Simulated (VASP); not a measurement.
# Quasiparticle energies of GaP in VASP, part 3 of 5

How does the gap of GaP change from the starting functional to GW? The cell is of the zinc-blende type, one of the forms listed for this formula. The start is a cell from a database of measured crystal structures.

VASP 6.6.1, plane waves and PAW; the level of theory is named at each step.

So far, quasiparticle gap on the mesh (eV): step 3 (G0W0, functional PBE, start PBE, G0W0 on PBE) 2.13; step 7 (G0W0, functional HSE with 0.08 exact exchange, start HSE with 0.08 exact …) 2.23.

**10. G0W0, functional HSE with 0.16 exact exchange, start HSE with 0.16 exact exchange**

This step: G0W0 on HSE with 0.16 exact exchange; plane waves and PAW (Ga_d_GW, P_GW) (VASP 6.6.1).

One pass of GW corrects the levels to first order, with G and W from the starting orbitals.

The input, INCAR:

```
SYSTEM = GaP
PREC = Accurate
ENCUT = 430
ISMEAR = 0
SIGMA = 0.01
LREAL = .FALSE.
LHFCALC = .TRUE.
AEXX = 0.16
GGA = PE
LASPH = .TRUE.
NBANDS = 128
PRECFOCK = Fast
HFSCREEN = 0.2
ALGO = EVGW0
NELMGW = 1
ENCUTGW = 120
NOMEGA = 64
NBANDSGW = 24
LWAVE = .FALSE.
LCHARG = .FALSE.
```

The input, POSCAR:

```
GaP
1.0
    0.0000000000      2.7252500000      2.7252500000
    2.7252500000      0.0000000000      2.7252500000
    2.7252500000      2.7252500000      0.0000000000
Ga P
1 1
Direct
    0.0000000000      0.0000000000      0.0000000000
    0.7500000000      0.7500000000      0.7500000000
```

The input, KPOINTS:

```
Automatic mesh
0
Gamma
6 6 6
0 0 0
```

Potentials, in the order of the species: Ga_d_GW and P_GW (PBE family, release 64).

The WAVECAR or CHGCAR of an earlier step is read.

Command:

```sh
mpirun -np 8 vasp_std
```

Log:

```text
[banner, memory and clock lines left out]
running    8 mpi-ranks, on    1 nodes
[...]
[... a notice as in an earlier step ...]

 [... a notice as in an earlier step ...]

 LDA part: xc-table for (Slater+PW92), standard interpolation
 found WAVECAR, reading the header
 POSCAR, INCAR and KPOINTS ok, starting setup
[...]
reading WAVECAR
 the WAVECAR file was read successfully
 initial charge from wavefunction
 available memory per node:     31.99 GB, setting MAXMEM to     32760

 The Fermi energy was updated, please check that it is located mid-gap
 values below the HOMO (VB) or above the LUMO (CB) will cause erroneous energies
 E-fermi :   5.1152

 calculate exact exchange contribution
 the WAVEDER file was read successfully
energies w=
    0.000    0.000    0.455    0.000    0.909    0.000    1.361    0.000
    1.811    0.000    2.256    0.000    2.697    0.000    3.132    0.000
    3.563    0.000    3.987    0.000    4.406    0.000    4.818    0.000
[...]
total number of BLAS operations       1522.54 Gflops
NQ=  12   -0.3333    0.3333    0.0000,
|.........|.........|.........|.........|.........|.........|.........|.........
 performed      13951000 updates of chi_q(r,r)
 total number of BLAS operations       1678.59 Gflops
NQ=  13    0.5000    0.5000    0.0000,
|.........|.........|.........|.........|.........|.........|.........|.........
 performed      14696000 updates of chi_q(r,r)
 total number of BLAS operations       1758.82 Gflops
NQ=  14    0.5000    0.3333    0.1667,
|.........|.........|.........|.........|.........|.........|.........|.........
 performed      16387000 updates of chi_q(r,r)
 total number of BLAS operations       1960.23 Gflops
NQ=  15   -0.3333    0.3333    0.1667,
|.........|.........|.........|.........|.........|.........|.........|.........
 performed      17980000 updates of chi_q(r,r)
 total number of BLAS operations       2137.69 Gflops
NQ=  16   -0.3333    0.5000    0.1667,
|.........|.........|.........|.........|.........|.........|.........|.........
 performed      19296000 updates of chi_q(r,r)
 total number of BLAS operations       2269.82 Gflops
 resolving degeneracies of screened two electron integrals

 calculate QP shifts <psi_nk| G(iteration)W_0 |psi_nk>: iteration 1
 entering main loop
```

It took 1.7 min on 8 MPI ranks of AMD EPYC 9R45, shared host; peak memory 2.8 GiB; 12 min of CPU time.

Parts of OUTCAR (step 10):

```text
 QP shifts <psi_nk| G(iteration)W_0 |psi_nk>: iteration 1
 for sc-GW calculations column KS-energies equals QP-energies in previous step
 and V_xc(KS)=  KS-energies - (<T + V_ion + V_H > + <T+V_H+V_ion>^1  + <V_x>^1)
 k-point   1 :       0.0000    0.0000    0.0000
  band No.  KS-energies  QP-energies   sigma(KS)   V_xc(KS)     V^pw_x(r,r')   Z            occupation Imag(sigma)
    ...
      6      -9.2452      -9.0484     -12.1845     -12.4819     -18.6706       0.6620       2.0000       0.9640
      7       4.0826       3.7501     -13.2906     -12.8649     -14.3974       0.7811       2.0000       0.0313
      8       4.0826       3.7501     -13.2906     -12.8649     -14.3974       0.7811       2.0000       0.0313
      9       4.0826       3.7501     -13.2906     -12.8649     -14.3974       0.7811       2.0000       0.0313
     10       6.5203       6.7469     -10.8913     -11.1794      -6.9285       0.7866       0.0000      -0.0509
     11       8.5409       8.6364     -10.0258     -10.1476      -5.8413       0.7845       0.0000      -0.0620
     12       8.5409       8.6364     -10.0258     -10.1476      -5.8413       0.7845       0.0000      -0.0620
     13       8.5409       8.6364     -10.0258     -10.1476      -5.8413       0.7845       0.0000      -0.0620
    ...

[... 2 parts as in an earlier step ...]

[... 1 further part left out ...]
[key lines of the parts left out:]
E-fermi :   5.1152
```

GW takes the gap from 2.065 to 2.322 eV. That is +192 meV against G0W0 on PBE. Spin-orbit coupling is left out. The value holds for 128 bands, ENCUTGW = 120 eV and this mesh, and isn't shown to be converged in them.

**11. Another starting point, functional HSE with 0.25 exact exchange**

This step: HSE with 0.25 exact exchange; plane waves and PAW (Ga_d_GW, P_GW) (VASP 6.6.1).

To see how much the result owes to its start, the ground state is made again with HSE with 0.25 exact exchange. EDIFF is tight for accurate orbitals, and a narrow smearing avoids fractional occupations.

The input, INCAR:

```
SYSTEM = GaP
PREC = Accurate
ENCUT = 430
EDIFF = 1E-08
NELM = 100
ISMEAR = 0
SIGMA = 0.01
LREAL = .FALSE.
ALGO = Normal
LHFCALC = .TRUE.
AEXX = 0.25
GGA = PE
LASPH = .TRUE.
NBANDS = 15
PRECFOCK = Fast
LORBIT = 11
LWAVE = .TRUE.
LCHARG = .FALSE.
KPAR = 8
HFSCREEN = 0.2
```

POSCAR is that of step 10.

KPOINTS is that of step 10.

Command:

```sh
mpirun -np 8 vasp_std
```

Log:

```text
[... set-up lines as in an earlier step ...]
 entering main loop
       N       E                     dE             d eps       ncg     rms          rms(c)
DAV:   1    -0.107893719012E+02   -0.10789E+02   -0.55040E-01   762   0.186E+01    0.647E-01
DAV:   2    -0.107787060318E+02    0.10666E-01   -0.73117E-02   760   0.626E+00    0.304E-01
DAV:   3    -0.107781779735E+02    0.52806E-03   -0.58176E-03   683   0.176E+00    0.151E-01
DAV:   4    -0.107779853148E+02    0.19266E-03   -0.32178E-04   672   0.219E-01    0.825E-02
[...]
DAV:  13    -0.107779026247E+02    0.28325E-07   -0.77412E-09   338   0.750E-04    0.809E-04
DAV:  14    -0.107779026103E+02    0.14375E-07   -0.34679E-09   289   0.663E-04    0.491E-04
DAV:  15    -0.107779026033E+02    0.69845E-08   -0.34073E-09   282   0.556E-04
   1 F= -.10777903E+02 E0= -.10777903E+02  d E =-.379780E-15
 writing wavefunctions
```

Elapsed: 86 s, on 8 MPI ranks; peak memory 1.8 GiB; 11 min of CPU time.

From OUTCAR (step 11):

```text
 POSITION                                       TOTAL-FORCE (eV/Angst)
 -----------------------------------------------------------------------------------
      0.00000      0.00000      0.00000         0.000000     -0.000000     -0.000000
      4.08788      4.08788      4.08788        -0.000000      0.000000      0.000000
 -----------------------------------------------------------------------------------
    total drift:                               -0.000026     -0.000018     -0.000021

  FREE ENERGIE OF THE ION-ELECTRON SYSTEM (eV)
  ---------------------------------------------------
  free  energy   TOTEN  =       -10.7779026033 eV

  energy  without entropy=      -10.7779026033  energy(sigma->0) =      -10.77790260

[... 2 parts as in an earlier step ...]

[... 1 further part left out ...]
[key lines of the parts left out:]
E-fermi :   3.9661
```

**12. Empty bands, functional HSE with 0.25 exact exchange**

ALGO = Exact makes the empty bands from the converged ground state in one step. LOPTICS writes the k-derivatives of the orbitals (WAVEDER), which give the long-wavelength limit of the screening.

The input, INCAR:

```
SYSTEM = GaP
PREC = Accurate
ENCUT = 430
ISMEAR = 0
SIGMA = 0.01
LREAL = .FALSE.
LHFCALC = .TRUE.
AEXX = 0.25
GGA = PE
LASPH = .TRUE.
NBANDS = 128
PRECFOCK = Fast
HFSCREEN = 0.2
ALGO = Exact
NELM = 1
LWAVE = .TRUE.
LCHARG = .FALSE.
LOPTICS = .TRUE.
NEDOS = 1000
CSHIFT = 0.1
```

POSCAR is that of step 11.

KPOINTS is that of step 11.

The WAVECAR or CHGCAR of an earlier step is read.

Command:

```sh
mpirun -np 8 vasp_std
```

Log:

```text
[... set-up lines as in an earlier step ...]
 entering main loop
       N       E                     dE             d eps       ncg     rms          rms(c)
DIA:   1    -0.107779025981E+02   -0.10778E+02    0.00000E+00     0   0.000E+00
   1 F= -.10777903E+02 E0= -.10777903E+02  d E =-.667600E-85
 writing wavefunctions
 optical routines
 imaginary and real dielectric function
 recalculating local potential from charge density
 direction            1
 direction            2
 direction            3
```

Run time: 9.9 min. Hardware: 8 MPI ranks; peak memory 2.2 GiB.

Parts of OUTCAR (step 12):

```text
 POSITION                                       TOTAL-FORCE (eV/Angst)
 -----------------------------------------------------------------------------------
      0.00000      0.00000      0.00000         0.000000      0.000000      0.000000
      4.08788      4.08788      4.08788        -0.000000     -0.000000     -0.000000
 -----------------------------------------------------------------------------------
    total drift:                               -0.000023     -0.000014     -0.000017

  FREE ENERGIE OF THE ION-ELECTRON SYSTEM (eV)
  ---------------------------------------------------
  free  energy   TOTEN  =       -10.7779025981 eV

  energy  without entropy=      -10.7779025981  energy(sigma->0) =      -10.77790260

[... 2 parts as in an earlier step ...]

[... 1 further part left out ...]
[key lines of the parts left out:]
E-fermi :   4.0517
```

**13. G0W0, functional HSE with 0.25 exact exchange, start HSE with 0.25 exact exchange**

This step: G0W0 on HSE with 0.25 exact exchange; plane waves and PAW (Ga_d_GW, P_GW) (VASP 6.6.1).

One pass of GW corrects the levels to first order, with G and W from the starting orbitals.

The input, INCAR:

```
SYSTEM = GaP
PREC = Accurate
ENCUT = 430
ISMEAR = 0
SIGMA = 0.01
LREAL = .FALSE.
LHFCALC = .TRUE.
AEXX = 0.25
GGA = PE
LASPH = .TRUE.
NBANDS = 128
PRECFOCK = Fast
HFSCREEN = 0.2
ALGO = EVGW0
NELMGW = 1
ENCUTGW = 120
NOMEGA = 64
NBANDSGW = 24
LWAVE = .FALSE.
LCHARG = .FALSE.
```

POSCAR is that of step 12.

KPOINTS is that of step 12.

The WAVECAR or CHGCAR of an earlier step is read.

Command:

```sh
mpirun -np 8 vasp_std
```

Log:

```text
[banner, memory and clock lines left out]
running    8 mpi-ranks, on    1 nodes
[...]
[... a notice as in an earlier step ...]

 [... a notice as in an earlier step ...]

 LDA part: xc-table for (Slater+PW92), standard interpolation
 found WAVECAR, reading the header
 POSCAR, INCAR and KPOINTS ok, starting setup
[...]
reading WAVECAR
 the WAVECAR file was read successfully
 initial charge from wavefunction
 available memory per node:     31.98 GB, setting MAXMEM to     32748

 The Fermi energy was updated, please check that it is located mid-gap
 values below the HOMO (VB) or above the LUMO (CB) will cause erroneous energies
 E-fermi :   5.0698

 calculate exact exchange contribution
 the WAVEDER file was read successfully
energies w=
    0.000    0.000    0.470    0.000    0.938    0.000    1.405    0.000
    1.868    0.000    2.328    0.000    2.782    0.000    3.232    0.000
    3.676    0.000    4.114    0.000    4.545    0.000    4.971    0.000
[...]
total number of BLAS operations       1522.54 Gflops
NQ=  12   -0.3333    0.3333    0.0000,
|.........|.........|.........|.........|.........|.........|.........|.........
 performed      13951000 updates of chi_q(r,r)
 total number of BLAS operations       1678.59 Gflops
NQ=  13    0.5000    0.5000    0.0000,
|.........|.........|.........|.........|.........|.........|.........|.........
 performed      14696000 updates of chi_q(r,r)
 total number of BLAS operations       1758.82 Gflops
NQ=  14    0.5000    0.3333    0.1667,
|.........|.........|.........|.........|.........|.........|.........|.........
 performed      16387000 updates of chi_q(r,r)
 total number of BLAS operations       1960.23 Gflops
NQ=  15   -0.3333    0.3333    0.1667,
|.........|.........|.........|.........|.........|.........|.........|.........
 performed      17980000 updates of chi_q(r,r)
 total number of BLAS operations       2137.69 Gflops
NQ=  16   -0.3333    0.5000    0.1667,
|.........|.........|.........|.........|.........|.........|.........|.........
 performed      19296000 updates of chi_q(r,r)
 total number of BLAS operations       2269.82 Gflops
 resolving degeneracies of screened two electron integrals

 calculate QP shifts <psi_nk| G(iteration)W_0 |psi_nk>: iteration 1
 entering main loop
```

The job ended after 89 s (8 MPI ranks; peak memory 2.8 GiB).

From OUTCAR (step 13):

```text
 QP shifts <psi_nk| G(iteration)W_0 |psi_nk>: iteration 1
 for sc-GW calculations column KS-energies equals QP-energies in previous step
 and V_xc(KS)=  KS-energies - (<T + V_ion + V_H > + <T+V_H+V_ion>^1  + <V_x>^1)
 k-point   1 :       0.0000    0.0000    0.0000
  band No.  KS-energies  QP-energies   sigma(KS)   V_xc(KS)     V^pw_x(r,r')   Z            occupation Imag(sigma)
    ...
      6      -9.8719      -9.3068     -12.2687     -13.1094     -18.6629       0.6721       2.0000       0.9648
      7       3.9151       3.6953     -13.2978     -13.0191     -14.4209       0.7886       2.0000       0.0312
      8       3.9151       3.6953     -13.2978     -13.0191     -14.4209       0.7886       2.0000       0.0312
      9       3.9151       3.6953     -13.2978     -13.0191     -14.4209       0.7886       2.0000       0.0312
     10       6.7186       6.8421     -10.7635     -10.9186      -6.8014       0.7963       0.0000      -0.0515
     11       8.7083       8.7264      -9.9337      -9.9566      -5.7977       0.7905       0.0000      -0.0610
     12       8.7083       8.7264      -9.9337      -9.9566      -5.7977       0.7905       0.0000      -0.0610
     13       8.7083       8.7264      -9.9337      -9.9566      -5.7977       0.7905       0.0000      -0.0610
    ...

[... 2 parts as in an earlier step ...]

[... 1 further part left out ...]
[key lines of the parts left out:]
E-fermi :   5.0698
```

GW takes the gap from 2.309 to 2.430 eV. That is +300 meV against G0W0 on PBE. Spin-orbit coupling is left out. The value holds for 128 bands, ENCUTGW = 120 eV and this mesh, and isn't shown to be converged in them.

**14. Another starting point, functional HSE with 0.33 exact exchange**

This step: HSE with 0.33 exact exchange; plane waves and PAW (Ga_d_GW, P_GW) (VASP 6.6.1).

To see how much the result owes to its start, the ground state is made again with HSE with 0.33 exact exchange. EDIFF is tight for accurate orbitals, and a narrow smearing avoids fractional occupations.

The input, INCAR:

```
SYSTEM = GaP
PREC = Accurate
ENCUT = 430
EDIFF = 1E-08
NELM = 100
ISMEAR = 0
SIGMA = 0.01
LREAL = .FALSE.
ALGO = Normal
LHFCALC = .TRUE.
AEXX = 0.33
GGA = PE
LASPH = .TRUE.
NBANDS = 15
PRECFOCK = Fast
LORBIT = 11
LWAVE = .TRUE.
LCHARG = .FALSE.
KPAR = 8
HFSCREEN = 0.2
```

POSCAR is that of step 13.

KPOINTS is that of step 13.

Command:

```sh
mpirun -np 8 vasp_std
```

Log:

```text
[... set-up lines as in an earlier step ...]
 entering main loop
       N       E                     dE             d eps       ncg     rms          rms(c)
DAV:   1    -0.113655727673E+02   -0.11366E+02   -0.92541E-01   762   0.246E+01    0.815E-01
DAV:   2    -0.113522992755E+02    0.13273E-01   -0.11158E-01   768   0.735E+00    0.415E-01
DAV:   3    -0.113508857473E+02    0.14135E-02   -0.12470E-02   704   0.264E+00    0.207E-01
DAV:   4    -0.113505068582E+02    0.37889E-03   -0.72176E-04   724   0.368E-01    0.111E-01
[...]
DAV:  14    -0.113503365531E+02    0.42384E-07   -0.55476E-09   331   0.680E-04    0.598E-04
DAV:  15    -0.113503365311E+02    0.21930E-07   -0.29657E-09   303   0.579E-04    0.359E-04
DAV:  16    -0.113503365217E+02    0.94528E-08   -0.25906E-09   282   0.550E-04
   1 F= -.11350337E+02 E0= -.11350337E+02  d E =-.246890E-18
 writing wavefunctions
```

The job ended after 93 s (8 MPI ranks; peak memory 1.9 GiB; 12 min of CPU time).

Parts of OUTCAR (step 14):

```text
 POSITION                                       TOTAL-FORCE (eV/Angst)
 -----------------------------------------------------------------------------------
      0.00000      0.00000      0.00000         0.000000      0.000000      0.000000
      4.08788      4.08788      4.08788        -0.000000     -0.000000     -0.000000
 -----------------------------------------------------------------------------------
    total drift:                               -0.000030     -0.000021     -0.000024

  FREE ENERGIE OF THE ION-ELECTRON SYSTEM (eV)
  ---------------------------------------------------
  free  energy   TOTEN  =       -11.3503365217 eV

  energy  without entropy=      -11.3503365217  energy(sigma->0) =      -11.35033652

[... 2 parts as in an earlier step ...]

[... 1 further part left out ...]
[key lines of the parts left out:]
E-fermi :   3.8188
```

**15. Empty bands, functional HSE with 0.33 exact exchange**

ALGO = Exact makes the empty bands from the converged ground state in one step. LOPTICS writes the k-derivatives of the orbitals (WAVEDER), which give the long-wavelength limit of the screening.

The input, INCAR:

```
SYSTEM = GaP
PREC = Accurate
ENCUT = 430
ISMEAR = 0
SIGMA = 0.01
LREAL = .FALSE.
LHFCALC = .TRUE.
AEXX = 0.33
GGA = PE
LASPH = .TRUE.
NBANDS = 128
PRECFOCK = Fast
HFSCREEN = 0.2
ALGO = Exact
NELM = 1
LWAVE = .TRUE.
LCHARG = .FALSE.
LOPTICS = .TRUE.
NEDOS = 1000
CSHIFT = 0.1
```

POSCAR is that of step 14.

KPOINTS is that of step 14.

The run starts from files that an earlier step left in the folder.

Command:

```sh
mpirun -np 8 vasp_std
```

Log:

```text
[... set-up lines as in an earlier step ...]
 entering main loop
       N       E                     dE             d eps       ncg     rms          rms(c)
DIA:   1    -0.113503365104E+02   -0.11350E+02    0.00000E+00     0   0.000E+00
   1 F= -.11350337E+02 E0= -.11350337E+02  d E =-.328728E-74
 writing wavefunctions
 optical routines
 imaginary and real dielectric function
 recalculating local potential from charge density
 direction            1
 direction            2
 direction            3
```

Run time: 11 min. Hardware: 8 MPI ranks; peak memory 2.2 GiB; 85 min of CPU time.

OUTCAR, selected parts (step 15):

```text
 POSITION                                       TOTAL-FORCE (eV/Angst)
 -----------------------------------------------------------------------------------
      0.00000      0.00000      0.00000        -0.000000      0.000000      0.000000
      4.08788      4.08788      4.08788         0.000000     -0.000000     -0.000000
 -----------------------------------------------------------------------------------
    total drift:                               -0.000026     -0.000015     -0.000019

  FREE ENERGIE OF THE ION-ELECTRON SYSTEM (eV)
  ---------------------------------------------------
  free  energy   TOTEN  =       -11.3503365104 eV

  energy  without entropy=      -11.3503365104  energy(sigma->0) =      -11.35033651

[... 2 parts as in an earlier step ...]

[... 1 further part left out ...]
[key lines of the parts left out:]
E-fermi :   3.8883
```

[end of part 3 of 5]

[Lines on the potential files, build, host, timing and source positions are cut from VASP's logs without a mark.]

[Logs are printed without paths, hosts, clocks, repeated set-up lines and the standing remarks that a program may print on its own settings, such as how far it seeks lower states.]

[Hosts, paths, dates, database ids (printed as entryN), source tags and the programs' standing remarks are cut or masked in the printed files.]

[Pressures printed for these runs are not shown converged in the cutoff: they can be off by several GPa and have the wrong sign.]
